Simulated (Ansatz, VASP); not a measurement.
# Cross-check of Re (Rhenium) between VASP and Ansatz

One calculation is typed for both programs; each brings its own data sets and cutoff. How far apart do they land? The cell is taken from a series of VASP runs on this material, whose earlier steps may have relaxed, scaled or displaced it; both programs get it as it stands.

Method: plane waves, with VASP 6.6.1 beside it; band structure at PBEsol, spin-orbit coupling, in Ansatz 0.2.0.

## Step 1: Set-up

It takes space group P6_3/mmc (No. 194, hexagonal). Conventional cell: a = 2.750 Å, b = 2.750 Å, c = 4.443 Å, α = 90.00°, β = 90.00°, γ = 120.00°. Nearest to Re lie 12 Re at 2.73 to 2.75 Å.

## Step 2: Ansatz: band structure, PBEsol, spin-orbit coupling

Ansatz runs on its fully relativistic PAW (standard-fr) files.

A single point gives forces, pressure and levels at one fixed geometry, so differences don't come from the geometry; what else differs is listed under the comparison.

Contents of input.yaml:

```yaml
crystal:
  lattice:
    - [2.7503563991, 0.0, 0.0]
    - [-1.3751781995, 2.3818785111, 0.0]
    - [0.0, 0.0, 4.4434557849]
  atoms:
    - { symbol: Re, position: [0.3333333333, 0.6666666667, 0.25] }
    - { symbol: Re, position: [0.6666666667, 0.3333333333, 0.75] }
hamiltonian:
  xc: pbesol
  pseudopotentials: { kind: paw_fr }
magnetization:
  noncollinear: true
  spin_orbit: true
kpoints:
  mp_grid: { grid: [9, 9, 5] }
  band_path:
    path:
      - [0.0, 0.0, 0.0]
      - [0.13333, 0.0, 0.0]
      - [0.3, 0.0, 0.0]
      - [0.46667, 0.0, 0.0]
      - [0.46667, 0.06667, 0.0]
      - [0.41111, 0.17778, 0.0]
      - [0.35556, 0.28889, 0.0]
      - [0.28889, 0.28889, 0.0]
      - [0.17778, 0.17778, 0.0]
      - [0.06667, 0.06667, 0.0]
      - [0.0, 0.0, 0.03333]
      - [0.0, 0.0, 0.2]
      - [0.0, 0.0, 0.36667]
      - [0.0, 0.0, 0.5]
      - [0.16667, 0.0, 0.5]
      - [0.3, 0.0, 0.5]
      - [0.46667, 0.0, 0.5]
      - [0.46667, 0.06667, 0.5]
      - [0.41111, 0.17778, 0.5]
      - [0.35556, 0.28889, 0.5]
      - [0.28889, 0.28889, 0.5]
      - [0.17778, 0.17778, 0.5]
      - [0.06667, 0.06667, 0.5]
      - [0.5, 0.0, 0.46667]
      - [0.5, 0.0, 0.3]
      - [0.5, 0.0, 0.13333]
      - [0.33333, 0.33333, 0.0]
      - [0.33333, 0.33333, 0.16667]
      - [0.33333, 0.33333, 0.33333]
      - [0.33333, 0.33333, 0.5]
    npoints: 1
scf:
  occupations: { method: methfessel_paxton, width: 0.2 }
  n_extra_bands: 14
output:
  forces: true
  stress: true
  eigenvalues: true
```

Started as:

```console
$ ansatz run input.yaml --threads 2 --pin off --max-ram 4608MiB --backend cpu --events-out ev --progress --plain --runs-dir out
```

Numbers of over 12 decimals in the logs are rounded to 6 here.

The program printed:

```text
scf.n_extra_bands = 14 over 30 filled bands (N_el = 30.0): the run solves 44 bands
Engine: ansatz 0.2.0, aarch64-unknown-linux-gnu
Pseudopotentials: kind: paw_fr
Pseudopotential: Re, paw_fr, valence charge 15, recommended cutoff 420 eV (normal), Re.paw.azcp#standard-fr
Functional definition: PBEsol
  exchange = pbesol_x
  correlation = pbesol_c
non-collinear run that drives no moment, with spin-orbit: no starting moment large enough to seed its density (crystal.atoms[].spin), no starting occupations that ask for one, no magnetisation constraint and no magnetic field, so the semilocal B_xc is pinned to zero
Crystal: 2 atoms, lattice volume = 29.109 Å³
Basis set: ecut = 420 eV, 573 PW (Γ), exchange–correlation on 40×40×60 points (8 copies of the dense FFT grid, shifted against one another)
Bands: 44, of which v1, the nominal top of the filled ones, is band 30 counted from 1 (29 counted from 0)
Symmetry: 24 space group operations + 24 with time reversal
Magnetic group: BNS 194.264 (UNI 1494), of the structure as read, at distance tolerance 3.1e-5 Å
k-points: 36 of 405
Projection manifold: j_resolved (fully-relativistic pseudo-atomic orbitals)
Non-local potential: Re, projectors of the file, l = 0: 3, l = 1: 4, l = 2: 4, l = 3: 2
PAW form: soft (Blöchl's): semilocal exchange-correlation on the pseudo side does not see the compensation charge
PAW frozen core: Re, regenerated for the run's functional, and the local potential with it (the file was generated under x = pbe(κ = 0.804, μ = 0.219515), c = pbe(β = 0.066725))
PAW one-centre angular grid: Re, 590 points (default); XC on 64 Gauss nodes
Initial density: superposition of atomic densities (chi_scale 0.1, normalization cell)
Initial wavefunctions: pseudopotential atomic-orbital guess
Functional: x = pbesol(κ = 0.804, μ = 0.123457), c = pbesol(β = 0.046)
SCF iter   1: F=—  HF=-21527.694397 eV  |F-HF|=—  |Δ(HF+E_count)|=         —  Δρ=6.20e-2  dr2=1.03e0  dr2_m=0.00e0 (ungated)  ethr=3.10e-3  |M|=0.00e0 ∫|m|=0.00e0 μB  |m|>n=0.0e0 m-floor=0.0e0 τ_xc=0.0e0  β_m=0.30  ⟨swp⟩=6.7  Hψ=3629  notcnv=0  defer=16
preconditioner: auto → none  [metal: Δε(μ)=0.022 eV  Ē_g=9.593 eV  σ=0.200 eV  W_gap=0.09  n_scr=8 (ndim 8)  ℏωp=25.8 eV  f_vac=0.000  D(μ)=2.08/eV (n_scr^D=22)  sad-step TF]
SCF iter   2: F=—  HF=-21527.494013 eV  |F-HF|=—  |Δ(HF+E_count)|=   2.00e-1  S|Δr|=    0.00e0  Δρ=4.60e-2  dr2=5.55e-1  dr2_m=0.00e0 (ungated)  ethr=3.10e-3  |M|=0.00e0 ∫|m|=0.00e0 μB  |m|>n=0.0e0 m-floor=0.0e0 τ_xc=0.0e0  β_m=0.65  ⟨swp⟩=2.0  Hψ=1057  notcnv=0  defer=32
SCF iter   3: F=—  HF=-21527.271436 eV  |F-HF|=—  |Δ(HF+E_count)|=   2.23e-1  S|Δr|=    0.00e0  Δρ=3.02e-3  dr2=1.56e-3  dr2_m=0.00e0 (ungated)  ethr=1.85e-3  |M|=0.00e0 ∫|m|=0.00e0 μB  |m|>n=0.0e0 m-floor=0.0e0 τ_xc=0.0e0  β_m=0.79  ⟨swp⟩=2.7  Hψ=1289  notcnv=0  defer=32
SCF iter   4: F=—  HF=-21527.272202 eV  |F-HF|=—  |Δ(HF+E_count)|=   7.67e-4  S|Δr|=    0.00e0  Δρ=8.35e-4  dr2=1.58e-4  dr2_m=0.00e0 (ungated)  ethr=5.20e-6  |M|=0.00e0 ∫|m|=0.00e0 μB  |m|>n=0.0e0 m-floor=0.0e0 τ_xc=0.0e0  β_m=0.80  ⟨swp⟩=2.0  Hψ=1302  notcnv=0  defer=106
SCF iter   5: F=—  HF=-21527.272161 eV  |F-HF|=—  |Δ(HF+E_count)|=   4.12e-5  S|Δr|=    0.00e0  Δρ=1.08e-4  dr2=2.51e-6  dr2_m=0.00e0 (ungated)  ethr=5.27e-7  |M|=0.00e0 ∫|m|=0.00e0 μB  |m|>n=0.0e0 m-floor=0.0e0 τ_xc=0.0e0  β_m=0.74  ⟨swp⟩=2.3  Hψ=1019  notcnv=0  defer=106
SCF iter   6: F=—  HF=-21527.272160 eV  |F-HF|=—  |Δ(HF+E_count)|=   9.44e-7  S|Δr|=    0.00e0  Δρ=1.24e-5  dr2=1.83e-8  dr2_m=0.00e0 (ungated)  ethr=3.33e-10  |M|=0.00e0 ∫|m|=0.00e0 μB  |m|>n=0.0e0 m-floor=0.0e0 τ_xc=0.0e0  β_m=0.79  ⟨swp⟩=10.4  Hψ=3578  notcnv=0
SCF iter   7: F=-21527.272160 eV  HF=-21527.272160 eV  |F-HF|=1.64e-10  |Δ(HF+E_count)|=   6.93e-9  S|Δr|=    0.00e0  Δρ=1.51e-6  dr2=2.73e-10  dr2_m=0.00e0 (ungated)  ethr=6.09e-11  |M|=0.00e0 ∫|m|=0.00e0 μB  |m|>n=0.0e0 m-floor=0.0e0 τ_xc=0.0e0  ⟨swp⟩=1.7  Hψ=2195  notcnv=0
SCF 1 converged in 7 iterations: F = -21527.272160 eV  dr2 = 2.73e-10
  greatest PAW one-centre occupation: 0.999 electrons in one spin orbital (limit 2), on the Re atom at site 1 (counted from 0), in its partial waves of l = 0
NSCF: frozen V_eff on 30 k-points
SCF converged after 7 iterations
Stability not checked: this state was not tested for a lower state beside it, because cold or Methfessel-Paxton smearing, or corrected tetrahedra, fill the levels in a way that the test cannot read (fill_not_monotonic; see scf.lower_state_search)
Magnetization: |M| = 0.0000 μB,  M = (+0.0000, +0.0000, +0.0000) μB
Absolute magnetization: 0.0000 μB (∫|m|)
  site 0: m = (+0.0000, +0.0000, +0.0000) μB, |m| = 0.0000 μB  (R = 1.13 Å)
  site 1: m = (+0.0000, +0.0000, +0.0000) μB, |m| = 0.0000 μB  (R = 1.13 Å)
Free energy (F): -21527.272160 eV
Harris-Foulkes:  -21527.272160 eV  (|F-HF|=1.64e-10)
Internal energy: -21527.265855 eV  (E = F + TS)
E sigma→0 (E₀):  -21527.270584 eV
Entropy (-TS):   -0.006305 eV (-3.152 meV/atom)
Fermi energy:    24.103450 eV
--- Per-component energies (eV) ---
  E_band       = -145.871260
  E_kinetic    = 1083.571411
  E_local      = -1498.461326  (includes V_loc(G=0)·N_el)
  E_nonlocal   = 89.540351
  E_hartree    = 537.823730
  E_xc         = -801.281459
  E_vxc        = -608.444290  (∫ρ·V_xc dr)
  E_paw        = -17106.443142  (= ΣΔE_a)
  E_vpaw       = -287.725146  (= ΣTr[D̂ρ^β])
  E_aug_tail   = -0.000147  (compensation charges beyond the density's cutoff)
  E_ewald      = -3832.491649
  E_core_change = 0.476376  (= ΣΔE_core)
  E_smearing   = -0.006305  (= −TS)
  E_closure    = 0.000000  (closes the sum)
  Σ components = -21527.272160   (vs F -21527.272160, Δ=0.00e0)
--- Forces (eV/Å), atoms counted from 1 ---
  atom   1  Re    -0.00000000    -0.00000000     0.00000000
  atom   2  Re     0.00000000     0.00000000     0.00000000
  max |Σ_I F_I| component: 2.31e-17 eV/Å
--- Stress (GPa, compression-positive) ---
        1.223056       0.000000       0.000000
        0.000000       1.223056       0.000000
        0.000000       0.000000      -0.706470
  P = ⅓ Tr σ = 0.5799 GPa (5.799 kbar)
--- Band table (eV; the first three rows and the last of 36) ---
  k-point 0: bands = [... 26 lower, 22.9381, 22.9381, 23.7476, 23.7476, 24.2701, 24.2701, 24.6468, 24.6468, ... 10 higher]
  k-point 1: bands = [... 26 lower, 22.7231, 22.7231, 23.3132, 23.3132, 23.6235, 23.6235, 24.9083, 24.9083, ... 10 higher]
  k-point 2: bands = [... 26 lower, 22.2853, 22.2853, 22.5895, 22.5895, 22.9081, 22.9081, 26.1175, 26.1175, ... 10 higher]
  k-point 35: bands = [... 26 lower, 21.9529, 21.9529, 23.9194, 23.9194, 24.8159, 24.8159, 27.5413, 27.5413, ... 10 higher]
```

It took 8 s on 2 threads of Arm Neoverse V1, shared host; peak memory 0.41 GiB.

## Step 3: VASP: band structure, PBEsol, spin-orbit coupling

The same cell, functional, mesh and smearing now go to VASP, with its own data sets and cutoff.

Lines of VASP's logs that name or quote its potential files are left out, and so is its time.

Contents of INCAR:

```
SYSTEM = Re
PREC = Accurate
ENCUT = 400
EDIFF = 1E-06
NELM = 100
ISMEAR = 1
SIGMA = 0.2
LREAL = .FALSE.
ALGO = Normal
GGA = PS
LNONCOLLINEAR = .TRUE.
MAGMOM = 0 0 0 0 0 0
NBANDS = 26
GGA_COMPAT = .FALSE.
LASPH = .TRUE.
LSORBIT = .TRUE.
LMAXMIX = 4
LORBIT = 11
LWAVE = .FALSE.
LCHARG = .FALSE.
KPAR = 2
```

Contents of POSCAR:

```
Re
1.0
    2.7503563991      0.0000000000      0.0000000000
   -1.3751781995      2.3818785111      0.0000000000
    0.0000000000      0.0000000000      4.4434557849
Re
2
Direct
    0.3333333333      0.6666666667      0.2500000000
    0.6666666667      0.3333333333      0.7500000000
```

Contents of KPOINTS:

```
Automatic mesh
0
Gamma
9 9 5
0 0 0
```

Contents of KPOINTS_OPT:

```
Line mode
16
Line-mode
Reciprocal
  0.00000000   0.00000000   0.00000000 GAMMA
  0.50000000   0.00000000   0.00000000 M

  0.50000000   0.00000000   0.00000000 M
  0.33333333   0.33333333   0.00000000 K

  0.33333333   0.33333333   0.00000000 K
  0.00000000   0.00000000   0.00000000 GAMMA

  0.00000000   0.00000000   0.00000000 GAMMA
  0.00000000   0.00000000   0.50000000 A

  0.00000000   0.00000000   0.50000000 A
  0.50000000   0.00000000   0.50000000 L

  0.50000000   0.00000000   0.50000000 L
  0.33333333   0.33333333   0.50000000 H

  0.33333333   0.33333333   0.50000000 H
  0.00000000   0.00000000   0.50000000 A

  0.50000000   0.00000000   0.50000000 L
  0.50000000   0.00000000   0.00000000 M

  0.33333333   0.33333333   0.00000000 K
  0.33333333   0.33333333   0.50000000 H
```

PAW data sets: Re (PBE family, release 64).

Started as:

```console
$ mpirun -np 2 vasp_ncl
```

The program printed:

```text
[banner, memory and clock lines left out]
running    2 mpi-ranks, on    1 nodes
 distrk:  each k-point on    1 cores,    2 groups
 distr:  one band on    1 cores,    1 groups

 POSCAR found type information on POSCAR Re
 POSCAR found :  1 types and       2 ions
|                                                                             |
|               ----> ADVICE to this user running VASP <----                  |
|                                                                             |
|     You enforced a specific xc type in the INCAR file but a different       |
|     [... a line on the potential file left out ...]
|     I HOPE YOU KNOW WHAT YOU ARE DOING!                                     |
|                                                                             |

 LDA part: xc-table for (Slater+PW92), standard interpolation
 POSCAR, INCAR and KPOINTS ok, starting setup
 FFT: planning ... GRIDC
 FFT: planning ... GRID_SOFT
 FFT: planning ... GRID
 WAVECAR not read
 entering main loop
       N       E                     dE             d eps       ncg     rms          rms(c)
DAV:   1     0.494983412352E+02    0.49498E+02   -0.54882E+03  3676   0.123E+03
DAV:   2    -0.230032505003E+02   -0.72502E+02   -0.62947E+02  3676   0.477E+02
DAV:   3    -0.286992753187E+02   -0.56960E+01   -0.49053E+01  3606   0.206E+02
DAV:   4    -0.288741604559E+02   -0.17489E+00   -0.17037E+00  3304   0.309E+01
DAV:   5    -0.288779371197E+02   -0.37767E-02   -0.37634E-02  3144   0.352E+00    0.486E+01
DAV:   6    -0.277823367619E+02    0.10956E+01   -0.91026E-01  3736   0.260E+01    0.223E+01
DAV:   7    -0.274459142080E+02    0.33642E+00   -0.40433E-01  3732   0.168E+01    0.103E+01
DAV:   8    -0.274080763937E+02    0.37838E-01   -0.42710E-02  3744   0.515E+00    0.303E-01
DAV:   9    -0.274031958603E+02    0.48805E-02   -0.13511E-03  3114   0.626E-01    0.920E-02
DAV:  10    -0.274024784745E+02    0.71739E-03   -0.32563E-04  3360   0.327E-01    0.693E-02
DAV:  11    -0.274024576989E+02    0.20776E-04   -0.26794E-05  3416   0.104E-01    0.495E-02
DAV:  12    -0.274024627536E+02   -0.50547E-05   -0.23942E-05  3336   0.842E-02    0.423E-03
DAV:  13    -0.274024621200E+02    0.63357E-06   -0.25670E-07  1350   0.206E-02
   1 F= -.27402462E+02 E0= -.27400264E+02  d E =-.659567E-02  mag=    -0.0000     0.0000    -0.0000
 Start KPOINTS_OPT (optional k-point list driver)
k-point batch [1-36\144]
       N       E                     dE             ncg
DAV:   1     0.513539332051E+04   -0.10028E+05     3682
DAV:   2     0.253911898639E+04   -0.25963E+04     3666
DAV:   3     0.232777242305E+04   -0.21135E+03     3588
DAV:   4     0.231946957825E+04   -0.83028E+01     3368
DAV:   5     0.231926059911E+04   -0.20898E+00     3184
DAV:   6     0.231924880697E+04   -0.11792E-01     3072
DAV:   7     0.231924778427E+04   -0.10227E-02     3194
DAV:   8     0.231924768331E+04   -0.10096E-03     2944
DAV:   9     0.231924767181E+04   -0.11495E-04     2724
DAV:  10     0.231924767096E+04   -0.85535E-06     1848
[...]
k-point batch [109-144\144]
       N       E                     dE             ncg
DAV:   1     0.512068423185E+04   -0.13791E+05     3688
DAV:   2     0.257767280947E+04   -0.25430E+04     3670
DAV:   3     0.237581785546E+04   -0.20185E+03     3624
DAV:   4     0.236871398785E+04   -0.71039E+01     3456
DAV:   5     0.236854466256E+04   -0.16933E+00     3128
DAV:   6     0.236853349695E+04   -0.11166E-01     3136
DAV:   7     0.236853264447E+04   -0.85248E-03     3136
DAV:   8     0.236853255825E+04   -0.86214E-04     2920
DAV:   9     0.236853255006E+04   -0.81939E-05     2440
DAV:  10     0.236853254965E+04   -0.40695E-06     1784
```

OUTCAR, selected parts (step 3):

```text
ion  position               nearest neighbor table
   1  0.333  0.667  0.250-   2 2.73   2 2.73   2 2.73   2 2.73   2 2.73   2 2.73
   2  0.667  0.333  0.750-   1 2.73   1 2.73   1 2.73   1 2.73   1 2.73   1 2.73

  LATTYP: Found a hexagonal cell.
 ALAT       =     2.7503563991
 C/A-ratio  =     1.6155927233

 Subroutine GETGRP returns: Found 24 space group operations
 (whereof 12 operations were pure point group operations)

The static configuration has the point symmetry D_3d.
 The point group associated with its full space group is D_6h.

 Found     36 irreducible k-points:

   k-points           NKPTS =     36   k-points in BZ     NKDIM =     36   number of bands    NBANDS=     26

   dimension x,y,z NGX =    18 NGY =   18 NGZ =   30
   dimension x,y,z NGXF=    36 NGYF=   36 NGZF=   60

   ENCUT  =  400.0 eV  29.40 Ry    5.42 a.u.   4.49  4.49  7.25*2*pi/ulx,y,z

   NELECT =      14.0000    total number of electrons

 k-points in reciprocal lattice and weights: Automatic mesh
   0.00000000  0.00000000  0.00000000       0.002
   0.11111111  0.00000000  0.00000000       0.015
   0.22222222 -0.00000000  0.00000000       0.015
   0.33333333 -0.00000000  0.00000000       0.015
   0.44444444 -0.00000000  0.00000000       0.015
   0.11111111  0.11111111  0.00000000       0.015
   0.22222222  0.11111111  0.00000000       0.030
   0.33333333  0.11111111  0.00000000       0.030
   0.44444444  0.11111111  0.00000000       0.015
[...]
0.33333333  0.22222222  0.40000000       0.059
   0.33333333  0.33333333  0.40000000       0.010

 average (electrostatic) potential at core
       1 -38.7544       2 -38.7544

 E-fermi :   7.8172

 k-point     1 :       0.0000    0.0000    0.0000
  band No.  band energies     occupation
    ...
     10       6.5846      1.00000
     11       6.6449      1.00000
     12       6.6449      1.00000
     13       7.4503      1.01314
     14       7.4503      1.01314
     15       7.9698      0.02006
     16       7.9698      0.02006
     17       8.3441     -0.00062
     18       8.3441     -0.00062
     19       8.3990     -0.00015
    ...

 k-point     2 :       0.1111    0.0000    0.0000
  band No.  band energies     occupation
    ...
     14       7.0414      1.00000
     15       7.6116      1.02778
     16       7.6116      1.02778
     17       7.7770      0.66637
     18       7.7770      0.66637
     19       8.1180     -0.02748
     20       8.1180     -0.02748
     21      11.5069     -0.00000
     22      11.5069     -0.00000
     23      13.0908      0.00000
    ...

 k-point     3 :       0.2222   -0.0000    0.0000
  band No.  band energies     occupation
    ...
     10       5.9711      1.00000
     11       6.8384      1.00000
     12       6.8384      1.00000
     13       7.3240      1.00135
     14       7.3240      1.00135
     15       8.0009     -0.01451
     16       8.0009     -0.01451
     17       8.2803     -0.00254
     18       8.2803     -0.00254
     19       8.8919     -0.00000
    ...

  Total        0.2516095      0.2516095     -0.1280558      0.0000000      0.0000000      0.0000000
  in kB       13.8486756     13.8486756     -7.0482346      0.0000000      0.0000000      0.0000000
  external PRESSURE =       6.8830389 kB  Pullay stress =       0.0000000 kB

  energy-cutoff  :      400.00
  volume of cell :       29.11
      direct lattice vectors                 reciprocal lattice vectors
     2.750356399  0.000000000  0.000000000     0.363589243  0.209918347  0.000000000
    -1.375178200  2.381878511  0.000000000     0.000000000  0.419836694  0.000000000
     0.000000000  0.000000000  4.443455785     0.000000000  0.000000000  0.225050062

 POSITION                                       TOTAL-FORCE (eV/Angst)
 -----------------------------------------------------------------------------------
     -0.00000      1.58792      1.11086         0.000000      0.000000     -0.000000
      1.37518      0.79396      3.33259        -0.000000     -0.000000      0.000000
 -----------------------------------------------------------------------------------
    total drift:                               -0.000000     -0.000000      0.000000

  FREE ENERGIE OF THE ION-ELECTRON SYSTEM (eV)
  ---------------------------------------------------
  free  energy   TOTEN  =       -27.4024621200 eV

  energy  without entropy=      -27.3958664526  energy(sigma->0) =      -27.40026356

 Spin-Orbit-Coupling matrix elements
 Ion:    1  E_soc:     -0.6768773
 Ion:    2  E_soc:     -0.6768773

 total charge
# of ion       s       p       d       tot
------------------------------------------
    1        0.630   0.703   4.855   6.188
    2        0.630   0.703   4.855   6.188
--------------------------------------------------
tot          1.260   1.406   9.711  12.377

 magnetization (x)
# of ion       s       p       d       tot
------------------------------------------
    1       -0.000   0.000   0.000   0.000
    2       -0.000   0.000   0.000   0.000
--------------------------------------------------
tot         -0.000   0.000   0.000   0.000

 magnetization (y)
# of ion       s       p       d       tot
------------------------------------------
    1       -0.000   0.000  -0.000  -0.000
    2       -0.000   0.000  -0.000  -0.000
--------------------------------------------------
tot         -0.000   0.000  -0.000  -0.000

 magnetization (z)
# of ion       s       p       d       tot
------------------------------------------
    1        0.000   0.000   0.000   0.000
    2        0.000   0.000   0.000   0.000
--------------------------------------------------
tot          0.000   0.000   0.000   0.000

[... 3 further parts left out ...]
```

The k-mesh is coarse for a metal. The data set Re keeps the semicore shell frozen, which is cheaper and a little less accurate.

## Step 4: Differences

Known differences besides the potentials themselves: spin-orbit coupling enters by fully relativistic files in Ansatz and inside the spheres in VASP; the data sets hold 30 valence electrons in Ansatz (fully relativistic PAW (standard-fr) files) and 14 in VASP; the cutoff is 420 eV in Ansatz and 400 eV in VASP; Ansatz makes its cores anew for this functional, VASP keeps those of its PBE data sets. Total energies have different zeros and are not compared.

Both answers:

| quantity | Ansatz | VASP | difference |
| --- | --- | --- | --- |
| pressure (GPa) | 0.58 | 0.69 | -0.11 |
| pressure without Ansatz's Pulay correction (GPa) | 0.42 | 0.69 | -0.27 |

Levels from 3 eV below to 2 eV above the Fermi level differ by 10 meV r.m.s. and 32 meV at most; each VASP level is matched to the nearest of Ansatz, which flatters the figure a little. Ansatz's pressure holds a Pulay correction of 0.16 GPa; VASP's holds none.

## Step 5: Results

```json
{
 "r.m.s. difference of levels near the Fermi level (band structure, PBEsol, spin-orbit coupling)": "10 meV"
}
```

**Reading.** The r.m.s. difference of levels near the Fermi level is 10 meV (band structure, PBEsol, spin-orbit coupling), within the 80 meV picked in this series as the mark of a large difference. Such differences can come from data sets, numerical settings and the points named under the comparisons, not from the functional's error against experiment.

[Lines on the potential files, build, host, timing and source positions are cut from VASP's logs without a mark.]

[Logs are printed without paths, hosts, clocks, repeated set-up lines and the standing remarks that a program may print on its own settings, such as how far it seeks lower states.]

[Hosts, paths, dates, database ids (printed as entryN), source tags and the programs' standing remarks are cut or masked in the printed files.]
